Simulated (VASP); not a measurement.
OSZICAR of a VASP run on BP (zinc blende):

**OSZICAR**
```
       N       E                     dE             d eps       ncg     rms          rms(c)
DAV:   1     0.802356437900E+01    0.80236E+01   -0.41247E+03   896   0.897E+02
DAV:   2    -0.150336414978E+02   -0.23057E+02   -0.22031E+02  1392   0.112E+02
DAV:   3    -0.153002622864E+02   -0.26662E+00   -0.26662E+00  1048   0.156E+01
DAV:   4    -0.153009649122E+02   -0.70263E-03   -0.70263E-03  1448   0.779E-01
DAV:   5    -0.153009651203E+02   -0.20812E-06   -0.20812E-06  1064   0.122E-02    0.769E+00
DAV:   6    -0.145360880595E+02    0.76488E+00   -0.20295E+00  1000   0.783E+00    0.409E+00
DAV:   7    -0.144127991969E+02    0.12329E+00   -0.32025E-01  1360   0.345E+00    0.129E+00
DAV:   8    -0.143995767407E+02    0.13222E-01   -0.35955E-02   992   0.122E+00    0.255E-01
DAV:   9    -0.143995983242E+02   -0.21583E-04   -0.53278E-04  1328   0.215E-01    0.160E-01
DAV:  10    -0.143995910767E+02    0.72475E-05   -0.13033E-04   936   0.810E-02    0.271E-02
DAV:  11    -0.143995933302E+02   -0.22535E-05   -0.40481E-06  1416   0.156E-02    0.358E-02
DAV:  12    -0.143995930707E+02    0.25950E-06   -0.14212E-06   928   0.652E-03    0.639E-03
DAV:  13    -0.143995930754E+02   -0.46881E-08   -0.35120E-08   496   0.156E-03
   1 F= -.14399593E+02 E0= -.14399593E+02  d E =0.000000E+00
```

Which electronic solver shows in the log?

It is blocked Davidson (ALGO = Normal, or the opening steps of other solvers). The INCAR had ALGO = Normal.

Can the final energy be trusted as converged?

Self-consistency was reached. It stopped with EDIFF = 1E-7, NELM = 100 (LDA (Ceperley-Alder, Perdew-Zunger), plane waves, VASP's LDA PAW potentials (set 64)).

The compound is BP in the zinc blende structure. It was relaxed first.
